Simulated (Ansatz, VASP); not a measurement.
AlPPb5: VASP beside Ansatz

```
Al P Pb
1.0
     4.70237    0.00000    0.00000
     0.00000    4.70237    0.00000
     0.00000    0.00000    8.25902
Al P Pb
1 1 5
Direct
  0.50000 0.50000 0.00000
  0.00000 0.00000 0.50000
  0.50000 0.00000 0.72620
  0.00000 0.50000 0.72620
  0.50000 0.00000 0.27380
  0.00000 0.50000 0.27380
  0.00000 0.00000 0.00000
```

Alike in both runs: task single point; functional PBE; k mesh 4 × 4 × 2; occupations gaussian, width 0.1 eV; no spin polarisation.

|  | VASP | Ansatz |
| --- | --- | --- |
| version | VASP 6.6.1 | Ansatz 0.2.0 |
| potentials or method | VASP PAW PBE potentials, release 64 (Al, P, Pb_d) | scalar-relativistic, plane waves, PAW |
| plane-wave cutoff (eV) | 520 | 420 |
| valence electrons in the cell | 78 | 78 |

```tsv
	VASP	Ansatz	Ansatz less VASP
gap on the k mesh at the Fermi level (eV)	none	none	-
pressure (GPa)	6.5	6.5	+0.07
largest component of the traceless stress (GPa)	0.12	0.12	0.000
rms of the force components (eV/Å)	0.110	0.110	-0.0002
```

Atom by atom the forces differ by 0.000 eV/Å (rms over components). A gap of «none» marks a metal or a gap that the smearing closes.

Caveats: the k mesh is coarse (spacing up to 0.38 Å⁻¹), so the values aren't converged. Spin-orbit coupling is left out, which matters for the levels of Pb.
